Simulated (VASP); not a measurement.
VASP runs on ZnSiP$_{2}$ (space group I-42d) share one base input (PBE GGA, plane waves, VASP's PBE PAW potentials (set 64)) and change the settings named in each case.

File KPOINTS:
```
Regular mesh
0
Gamma
 7 7 7
```

File POSCAR:
```
ZnSiP2
5.2768980
 -0.5172413793   0.5172413793   1.0000000000
  0.5172413793  -0.5172413793   1.0000000000
  0.5172413793   0.5172413793  -1.0000000000
Zn Si P
2 2 4
direct
  0.0000000000   0.0000000000   0.0000000000
  0.7500000000   0.2500000000   0.5000000000
  0.5000000000   0.5000000000   0.0000000000
  0.2500000000   0.7500000000   0.5000000000
  0.8750000000   0.8560000000   0.4810000000
  0.1440000000   0.6250000000   0.0190000000
  0.3750000000   0.3940000000   0.5190000000
  0.6060000000   0.1250000000   0.9810000000
```

### INCAR
```
# general
SYSTEM   =  ZnSiP2
PREC     =  Accurate
ENCUT    =  300
LREAL    =  .False.
LASPH    =  .True.

# electronic loop
EDIFF    =  1E-6
NELM     =  100
ALGO     =  Normal
LMAXMIX  =  4

# smearing
ISMEAR   =  0
SIGMA    =  0.02

# functional
GGA      =  PE

# ions
ISIF     =  2

# output
LWAVE    =  .False.
LCHARG   =  .False.
```

POTCAR, in this order: Zn Si P (PBE.64 set). Program: vasp_std.

```json
[
 {"change": "base run", "E(σ→0) (eV/atom)": "-4.6470", "pressure (GPa)": "-1.42", "largest force (eV/Å)": "0.046", "−TS (eV)": "0.0000"},
 {"change": "KPOINTS 1×1×1 Γ-centred mesh", "E(σ→0) (eV/atom)": "-4.3570", "pressure (GPa)": "-2.75", "largest force (eV/Å)": "0.381", "−TS (eV)": "0.0000"},
 {"change": "KPOINTS 2×2×2 Γ-centred mesh", "E(σ→0) (eV/atom)": "-4.6085", "pressure (GPa)": "-1.38", "largest force (eV/Å)": "0.022", "−TS (eV)": "0.0000"},
 {"change": "KPOINTS 3×3×3 Γ-centred mesh", "E(σ→0) (eV/atom)": "-4.6421", "pressure (GPa)": "-1.43", "largest force (eV/Å)": "0.034", "−TS (eV)": "0.0000"},
 {"change": "KPOINTS 4×4×4 Γ-centred mesh", "E(σ→0) (eV/atom)": "-4.6464", "pressure (GPa)": "-1.43", "largest force (eV/Å)": "0.041", "−TS (eV)": "0.0000"},
 {"change": "KPOINTS 5×5×5 Γ-centred mesh", "E(σ→0) (eV/atom)": "-4.6469", "pressure (GPa)": "-1.43", "largest force (eV/Å)": "0.045", "−TS (eV)": "0.0000"},
 {"change": "KPOINTS 6×6×6 Γ-centred mesh", "E(σ→0) (eV/atom)": "-4.6470", "pressure (GPa)": "-1.42", "largest force (eV/Å)": "0.046", "−TS (eV)": "0.0000"},
 {"change": "KPOINTS 8×8×8 Γ-centred mesh", "E(σ→0) (eV/atom)": "-4.6470", "pressure (GPa)": "-1.42", "largest force (eV/Å)": "0.046", "−TS (eV)": "0.0000"},
 {"change": "KPOINTS 10×10×10 Γ-centred mesh", "E(σ→0) (eV/atom)": "-4.6470", "pressure (GPa)": "-1.42", "largest force (eV/Å)": "0.046", "−TS (eV)": "0.0000"},
 {"change": "KPOINTS 11×11×11 Γ-centred mesh", "E(σ→0) (eV/atom)": "-4.6470", "pressure (GPa)": "-1.42", "largest force (eV/Å)": "0.046", "−TS (eV)": "0.0000"},
 {"change": "KPOINTS 14×14×14 Γ-centred mesh", "E(σ→0) (eV/atom)": "-4.6470", "pressure (GPa)": "-1.42", "largest force (eV/Å)": "0.046", "−TS (eV)": "0.0000"},
 {"change": "SIGMA = 0.3", "E(σ→0) (eV/atom)": "-4.6470", "pressure (GPa)": "-1.42", "largest force (eV/Å)": "0.046", "−TS (eV)": "0.0000"},
 {"change": "ISMEAR = 1, SIGMA = 0.3", "E(σ→0) (eV/atom)": "-4.6472", "pressure (GPa)": "-1.44", "largest force (eV/Å)": "0.056", "−TS (eV)": "0.0187"}
]
```
 Energies of different potentials or functionals have different zeros.  At 300 eV the pressure can carry a Pulay error.

Left out are runs that ran out of time, are held back, or changed the cell or the kind of run, fixed moments of cells without a moment, rows past the twelfth, gaps on odd meshes, pressures of charged cells and columns that move by less than the noise.

The structure is a typed ZnSiP2 crystal. The cell was not relaxed at this level, its lattice was scaled by up to 2.5 %.
